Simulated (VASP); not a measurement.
All values below come from LDA (Ceperley-Alder, Perdew-Zunger), VASP's LDA PAW potentials (set 64) (plane waves; VASP 6.6.1).

Input for VASP

INCAR:
```
ALGO = Normal
EDIFF = 1E-6
EDIFFG = -0.02
ENCUT = 620
IBRION = 2
ISIF = 3
ISMEAR = 1
LASPH = .True.
LCHARG = .False.
LMAXMIX = 6
LREAL = .False.
LWAVE = .False.
NELM = 100
NSW = 40
PREC = Accurate
PSTRESS = 450
SIGMA = 0.1
SYSTEM = HfB2
```

### KPOINTS
```
Automatic mesh
0
Gamma
12 12 9
0 0 0
```

POSCAR:
```
HfB2
1
    1.5074186635    -2.6109259685     0.0000000000
    1.5074186635     2.6109259685     0.0000000000
    0.0000000000     0.0000000000     3.3197894781
Hf B
1 2
Direct
  0.0000000000   0.0000000000   0.0000000000
  0.3333330000   0.6666670000   0.5000000000
  0.6666670000   0.3333330000   0.5000000000
```

POTCAR, in this order: Hf_pv B (LDA.64 set). Program: vasp_std.

**Question.** What will the output report for the number of irreducible k-points (NKPTS), largest plane-wave count, number of space-group operations, FFT grid (NGX, NGY, NGZ)?

**Answer.** 
```yaml
number of irreducible k-points (NKPTS): 95
largest_plane_wave_count: 942
number_of_space_group_operations: 24
FFT grid (NGX, NGY, NGZ): 24 × 24 × 28
```

The compound is HfB2 in the AlB2 type structure. This run relaxes it under an external pressure of 45 GPa. Symmetry was kept, so distortions that lower it aren't found.
